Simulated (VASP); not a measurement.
```
Zr
1.0
    1.65208    -2.79273     0.00000
    1.65208     2.79273     0.00000
    0.00000     0.00000     5.02526
Zr
2
Direct
  0.33333   0.66667   0.25000
  0.67562   0.34228   0.75000
```

Level of theory: PBE GGA, VASP's PBE PAW potentials (set 64) (plane waves; VASP). Numerical set-up: 400 eV cut-off, 16×16×9 Γ-centred mesh, first-order Methfessel-Paxton smearing of 0.10 eV, potentials Zr_sv.

Problem. Which forces act on the atoms, in eV/Å?

Solution. 
| atom | Fx | Fy | Fz |
|---|---|---|---|
| Zr1 | 0.035 | 0.046 | 0.000 |
| Zr2 | -0.035 | -0.046 | 0.000 |

Problem. Give the stress tensor in GPa (positive for a compressed cell).

Solution. 
```
-1.55  -0.18   0.00
-0.18   0.88   0.00
 0.00   0.00   3.40
```
The pressure is its mean diagonal, 0.91 GPa.

The compound is Zr in the hcp structure. The cell was not relaxed at this level, atoms are displaced from their ideal sites. The run is one of a series of settings (KPOINTS 16×16×9 Γ-centred mesh against the base run), some of them coarse on purpose.
